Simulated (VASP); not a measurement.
A run of VASP 6.6.1 is set up as follows.

The input INCAR:

```
ALGO = Normal ; EDIFF = 1E-7
EDIFFG = -0.005 ; ENCUT = 520
GGA = PE ; IBRION = 2
ISIF = 3 ; ISMEAR = 0
KPAR = 4 ; LASPH = True
LCHARG = False ; LREAL = False
LWAVE = False ; NELM = 120
NSW = 60 ; POTIM = 0.3
PREC = Accurate ; SIGMA = 0.1
```

The input KPOINTS:

```
k-points
0
Gamma
  8 8 8
```

File POSCAR:

```
Cu2Mo                                   
1.0
    0.0000000000      3.3926110756      3.3926110756
    3.3926110756      0.0000000000      3.3926110756
    3.3926110756      3.3926110756      0.0000000000
  Cu              Mo            
     4     2
Direct
     0.6250000000000000    0.6250000000000000    0.6250000000000000
     0.1250000000000000    0.6250000000000000    0.6250000000000000
     0.6250000000000000    0.6250000000000000    0.1250000000000000
     0.6250000000000000    0.1250000000000000    0.6250000000000000
     0.0000000000000000    0.0000000000000000    0.0000000000000000
     0.2500000000000000    0.2500000000000000    0.2500000000000000
```

Potentials or basis: VASP PAW PBE potentials, release 64 (Cu, Mo_sv).

Launch:

```sh
$ cat potpaw_PBE.64/Cu/POTCAR potpaw_PBE.64/Mo_sv/POTCAR > POTCAR
$ mpirun -np 4 vasp_std > vasp.out
```

Q: Estimate the band gap on the k mesh.

A: None (metal or under the smearing width).

Final structure:
```xyz
6
Lattice="0.0000 3.3926 3.3926 3.3926 0.0000 3.3926 3.3926 3.3926 0.0000" Properties=species:S:1:pos:R:3 pbc="T T T"
Cu    4.2408    4.2408    4.2408
Cu    4.2408    2.5445    2.5445
Cu    2.5445    2.5445    4.2408
Cu    2.5445    4.2408    2.5445
Mo    0.0000    0.0000    0.0000
Mo    1.6963    1.6963    1.6963
```

Caveat: the relaxation stopped at its first step, so nothing moved.
